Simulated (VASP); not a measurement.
Computed with PBEsol GGA, VASP's PBE PAW potentials (set 64) (plane waves; VASP).

VASP input:

### INCAR
```
ENCUT = 400
LORBIT = 11
ALGO = Normal   ! blocked Davidson
LMAXMIX = 4   ! l cut-off of mixed one-centre charges
LCHARG = .FALSE.
LASPH = .TRUE.   ! aspherical one-centre terms
ICHARG = 11
ISMEAR = 0   ! Gaussian
SYSTEM = Cu
EDIFF = 1E-7   ! SCF stop (eV)
LREAL = .FALSE.
NELM = 100
SIGMA = 0.05   ! width (eV)
GGA = PS   ! PBEsol
LWAVE = .FALSE.
PREC = Accurate
```

### KPOINTS
```
k-points along high-symmetry lines
10
Line-mode
Reciprocal
  0.000000   0.000000   0.000000 ! GAMMA
  0.500000   0.000000   0.000000 ! M

  0.500000   0.000000   0.000000 ! M
  0.333333   0.333333   0.000000 ! K

  0.333333   0.333333   0.000000 ! K
  0.000000   0.000000   0.000000 ! GAMMA

  0.000000   0.000000   0.000000 ! GAMMA
  0.000000   0.000000   0.500000 ! A

  0.000000   0.000000   0.500000 ! A
  0.500000   0.000000   0.500000 ! L

  0.500000   0.000000   0.500000 ! L
  0.333333   0.333333   0.500000 ! H

  0.333333   0.333333   0.500000 ! H
  0.000000   0.000000   0.500000 ! A

  0.500000   0.000000   0.500000 ! L
  0.500000   0.000000   0.000000 ! M

  0.333333   0.333333   0.500000 ! H
  0.333333   0.333333   0.000000 ! K
```

POSCAR:
```
Cu
1
    2.5077434965     0.0000000000     0.0000000000
   -1.2538717482     2.1717692690     0.0000000000
    0.0000000000     0.0000000000     4.1511513178
Cu
2
Direct
  0.3333330000   0.6666670000   0.2500000000
  0.6666670000   0.3333330000   0.7500000000
```

POTCAR, in this order: Cu (PBE.64 set). Program: vasp_std. Read from the step before: CHGCAR.

Output

### OUTCAR
```
 ion  position               nearest neighbor table
   1  0.333  0.667  0.250-   2 2.53   2 2.53   2 2.53   2 2.53   2 2.53   2 2.53
   2  0.667  0.333  0.750-   1 2.53   1 2.53   1 2.53   1 2.53   1 2.53   1 2.53
  LATTYP: Found a hexagonal cell.
 ALAT       =     2.5077434965
 C/A-ratio  =     1.6553333001
 Subroutine PRICEL returns:
 Original cell was already a primitive cell.
 Subroutine GETGRP returns: Found 24 space group operations
The static configuration has the point symmetry D_3d.
 The point group associated with its full space group is D_6h.
The dynamic configuration has the point symmetry D_3d.
 Subroutine INISYM returns: Found 24 space group operations
   k-points           NKPTS =     90   k-points in BZ     NKDIM =     90   number of bands    NBANDS=     15
   number of dos      NEDOS =    301   number of ions     NIONS =      2
   total plane-waves  NPLWV =   7168
   dimension x,y,z NGX =    16 NGY =   16 NGZ =   28
   dimension x,y,z NGXF=    32 NGYF=   32 NGZF=   56
   ions per type =               2
   PREC   = accura    normal or accurate (medium, high low for compatibility)
   ISTART =      0    job   : 0-new  1-cont  2-samecut
   ICHARG =     11    charge: 1-file 2-atom 10-const
   ISPIN  =      1    spin polarized calculation?
   LNONCOLLINEAR =      F non collinear calculations
   LSORBIT =      F    spin-orbit coupling
   INIWAV =      1    electr: 0-lowe 1-rand  2-diag
   ENCUT  =  400.0 eV  29.40 Ry    5.42 a.u.   4.09  4.09  6.77*2*pi/ulx,y,z
   NELM   =    100;   NELMIN=  2; NELMDL= -5     # of ELM steps
   EDIFF  = 0.1E-06   stopping-criterion for ELM
   LREAL  =      F    real-space projection
   NLSPLINE    = F    spline interpolate recip. space projectors
   LMAXMIX     =    4 max onsite mixed and CHGCAR
   VOSKOWN=      0    Vosko Wilk Nusair interpolation
   EDIFFG = 0.1E-05   stopping-criterion for IOM
   NSW    =      0    number of steps for IOM
   NBLOCK =      1;   KBLOCK =      1    inner block; outer block
   IBRION =     -1    ionic relax: 0-MD 1-quasi-New 2-CG
   NFREE  =      0    steps in history (QN), initial steepest desc. (CG)
   ISIF   =      2    stress and relaxation
   ISYM   =      2    0-nonsym 1-usesym 2-fastsym
   TEIN   =    0.0    initial temperature
   TEBEG  =    0.0;   TEEND  =   0.0 temperature during run
   SMASS  =  -3.00    Nose mass-parameter (am)
   PSTRESS=    0.0 pullay stress
   NELECT =      22.0000    total number of electrons
   EFERMI =   0.00;   METHOD = LEGACY
   ISMEAR =     0;   SIGMA  =   0.05  broadening in eV -4-tet -1-fermi 0-gaus
   IALGO  =     38    algorithm
   LDIAG  =      T    sub-space diagonalisation (order eigenvalues)
   IMIX   =      4    mixing-type and parameters
     AMIX     =   0.40;   BMIX     =  1.00
     AMIX_MAG =   1.60;   BMIX_MAG =  1.00
     AMIN     =   0.10
   GGA     = PS    functional components
   VOSKOWN =     0    Vosko Wilk Nusair interpolation
   LHFCALC =     F    Hartree Fock is set to
   LHFONE  =     F    Hartree Fock one center treatment
   AEXX    =    0.0000 exact exchange contribution
   IVDW    =     0    specifies the selected vdW correction
   LEPSILON=     F    determine dielectric tensor
   LRPA    =     F    only Hartree local field effects (RPA)
  energy-cutoff  :      400.00
  volume of cell :       22.61
      direct lattice vectors                 reciprocal lattice vectors
     2.507743496  0.000000000  0.000000000     0.398764866  0.230227035  0.000000000
    -1.253871748  2.171769269  0.000000000     0.000000000  0.460454070  0.000000000
     0.000000000  0.000000000  4.151151318     0.000000000  0.000000000  0.240897024
 k-point     1 :   0.0000 0.0000 0.0000  plane waves:     391
 k-point     2 :   0.0556 0.0000 0.0000  plane waves:     387
 k-point     3 :   0.1111 0.0000 0.0000  plane waves:     401
 k-point     4 :   0.1667 0.0000 0.0000  plane waves:     407
 k-point     5 :   0.2222 0.0000 0.0000  plane waves:     405
 k-point     6 :   0.2778 0.0000 0.0000  plane waves:     407
 k-point     7 :   0.3333 0.0000 0.0000  plane waves:     411
 k-point     8 :   0.3889 0.0000 0.0000  plane waves:     417
...
```

File OSZICAR:
```
       N       E                     dE             d eps       ncg     rms          rms(c)
DAV:   1     0.108268504315E+03    0.10827E+03   -0.93987E+03  2820   0.226E+03
DAV:   2    -0.486662525009E+01   -0.11314E+03   -0.10819E+03  2700   0.299E+02
DAV:   3    -0.866158546018E+01   -0.37950E+01   -0.37810E+01  3358   0.820E+01
DAV:   4    -0.868863845307E+01   -0.27053E-01   -0.27050E-01  3367   0.664E+00
DAV:   5    -0.868902560894E+01   -0.38716E-03   -0.38715E-03  3588   0.674E-01
DAV:   6    -0.868903581157E+01   -0.10203E-04   -0.10203E-04  3504   0.902E-02
DAV:   7    -0.868903617640E+01   -0.36482E-06   -0.36380E-06  3513   0.158E-02
DAV:   8    -0.868903618840E+01   -0.12000E-07   -0.11977E-07  2778   0.271E-03
   1 F= -.86890362E+01 E0= -.86879179E+01  d E =-.223666E-02
```

File OUTCAR:
```
 val. band max:        8.3669021749   @ k =   0.0741   0.0741   0.0000

 cond. band min:       8.3801128709   @ k =   0.5000   0.0000   0.5000



 k-point     1 :       0.0000    0.0000    0.0000
  band No.  band energies     occupation
      1      -1.7778      2.00000
      2       2.5751      2.00000
      3       4.7355      2.00000
      4       4.8476      2.00000
      5       4.8476      2.00000
      6       5.0609      2.00000
      7       5.0609      2.00000
      8       5.4195      2.00000
      9       5.4195      2.00000
     10       6.1790      2.00000
     11       6.1790      2.00000
     12       6.6578      2.00000
     13      11.7206      0.00000
     14      29.8386      0.00000
     15      30.6200      0.00000

 k-point     2 :       0.0556    0.0000    0.0000
  band No.  band energies     occupation
      1      -1.6735      2.00000
      2       2.6384      2.00000
      3       4.6878      2.00000
      4       4.8858      2.00000
      5       4.8875      2.00000
      6       5.0400      2.00000
      7       5.0962      2.00000
      8       5.3732      2.00000
      9       5.3958      2.00000
     10       5.7356      2.00000
     11       6.1881      2.00000
     12       7.2260      2.00000
     13      11.7458      0.00000
     14      28.1824      0.00000
     15      29.4541      0.00000

 k-point     3 :       0.1111    0.0000    0.0000
  band No.  band energies     occupation
      1      -1.3638      2.00000
      2       2.8162      2.00000
      3       4.5822      2.00000
      4       4.9350      2.00000
      5       5.0025      2.00000
      6       5.0184      2.00000
      7       5.0632      2.00000
      8       5.1987      2.00000
      9       5.3310      2.00000
     10       5.4298      2.00000
     11       6.2108      2.00000
     12       8.0785      2.00000
     13      11.8266      0.00000
     14      25.4002      0.00000
     15      27.8582      0.00000

...
```

The density is held fixed in this step, so its total energy and stress have no physical meaning.

The structure was generated: Cu was put into the hcp type (P6_3/mmc), which need not be its known phase. It was relaxed first.
